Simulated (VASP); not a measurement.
Set up this calculation in VASP 6.6.1, as the native input.

```
Task                   : single point
Functional             : PBE
Potentials or basis    : VASP PAW PBE potentials, release 64 (O, Al, Re)
Cutoff                 : 520 eV
k mesh                 : 3 × 3 × 4
Occupations            : fermi-dirac, width 0.1 eV
Spin                   : no spin polarisation
Dipole correction      : no
Further INCAR settings : ALGO = Fast; EDIFF = 1e-06; NBANDS = 46
```

The structure of AlReO4 lies in POSCAR:

```
AlReO4
1.0
    6.4544450000      0.4033960000     -0.7008270000
   -0.9457280000      5.3380430000      1.2190160000
   -0.5662140000      0.4854690000      4.2440240000
O Al Re
8 2 2
Direct
    0.0029877741      0.6792566054      0.0348709721
    0.5474922914      1.1863873517      0.1770146013
    0.3716412468      0.7025163591      1.3779270659
    0.5449136544      0.5492126429      0.8653926562
    0.7238546629      0.4927647756      0.4830429202
    1.3311552052      0.0742025092      0.8537561199
    0.7043835503      0.0791553632      0.7394226225
    0.0710203944      0.2730606763     -0.1175543125
    0.8488639908      0.4439767345      1.1271899172
    0.0059824289     -0.0110912790      0.8093151910
    0.5752745807      0.8440908113     -0.0385740622
    0.3482178071      0.3971325055      0.4068538639
```

The cell was built by a generator and needn't be a form met in nature.

One way to write it, as run:

INCAR

```
SYSTEM = AlReO4
ALGO = Fast
EDIFF = 1E-6
ENCUT = 520
GGA = PE
ISIF = 2
ISMEAR = -1
LASPH = .True.
LCHARG = .False.
LREAL = .False.
LWAVE = .False.
NBANDS = 46
NELM = 100
PREC = Accurate
SIGMA = 0.1
```

KPOINTS

```
k-points
0
Gamma
  3 3 4
  0 0 0
```

Potentials or basis: VASP PAW PBE potentials, release 64 (O, Al, Re).

Launch:

```console
$ cat potpaw_PBE.64/O/POTCAR potpaw_PBE.64/Al/POTCAR potpaw_PBE.64/Re/POTCAR > POTCAR
$ mpirun -np 1 vasp_std > vasp.out
```

It gave:

* Pressure: 18.7 GPa
* Largest force: 13.325 eV/Å
* Band gap on the k mesh: none (metal or under the smearing width)

Caveat: the k mesh is coarse (spacing up to 0.40 Å⁻¹), so the values aren't converged; so large a pressure means that the cell lies far from this level's equilibrium, or that cutoff or potentials fall short.

Wall time 2.2 min on 1 thread of AMD EPYC 9R45 96-Core Processor (Zen 5), with other jobs on the host, peak memory 0.26 GiB.
